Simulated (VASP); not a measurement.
Write the native input for VASP 6.6.1 that does the following.

| Quantity | Value |
| --- | --- |
| Task | single point |
| Functional | PBEsol |
| Potentials or basis | VASP PAW PBE potentials, release 64 (Rb_sv, Mg_pv, Na_pv) |
| Cutoff | 520 eV |
| k mesh | 5 × 5 × 5 |
| Occupations | gaussian, width 0.05 eV |
| Spin | no spin polarisation |
| Further INCAR settings | ALGO = Normal; EDIFF = 1e-06; NBANDS = 42 |

The structure of RbNaMg6 lies in POSCAR:

```
RbNaMg6
5.4795
    0.999996715029      0.000000000000      0.000000000000
    0.000000000000      0.594235149192      1.197904097089
    0.000000000000     -0.594235149192      1.197904097089
Rb Mg Na
1 6 1
Direct
    0.5000000000      0.6789700000      0.6789700000
    0.0000000000      0.8516340000      0.8516340000
    0.0000000000      0.3352540000      0.3352540000
    0.0000000000      0.2993970000      0.8160570000
    0.0000000000      0.8160570000      0.2993970000
    0.5000000000      0.1734350000      0.6736950000
    0.5000000000      0.6736950000      0.1734350000
    0.5000000000      0.1715540000      0.1715540000
```

The cell comes from a database or a generator and needn't be the stable form of this composition.

One way to write it, as run:

INCAR

```
SYSTEM = RbNaMg6
PREC = Accurate
ENCUT = 520
EDIFF = 1E-6
ISMEAR = 0
SIGMA = 0.05
LREAL = .FALSE.
LASPH = .TRUE.
NELM = 100
ALGO = Normal
ISIF = 2
LWAVE = .FALSE.
LCHARG = .FALSE.
GGA = PS
NBANDS = 42
```

KPOINTS

```
Automatic mesh
0
G
  5 5 5
  0 0 0
```

Potentials or basis: VASP PAW PBE potentials, release 64 (Rb_sv, Mg_pv, Na_pv).

Launch:

```bash
$ cat potpaw_PBE.64/Rb_sv/POTCAR potpaw_PBE.64/Mg_pv/POTCAR potpaw_PBE.64/Na_pv/POTCAR > POTCAR
$ mpirun -np 1 vasp_std > vasp.out
```

It gave:

```yaml
Pressure: -0.6 GPa
Largest_force: 0.128 eV/Å
Band_gap_on_the_k_mesh: none (metal or under the smearing width)
```

Caveat: the PAW data sets were made with another functional, which shifts forces and pressure a little.

It took 7.1 min on 1 thread of Intel(R) Xeon(R) Platinum 8175M CPU @ 2.50GHz (Skylake/Cascade Lake) (shared host), peak memory 0.47 GiB.
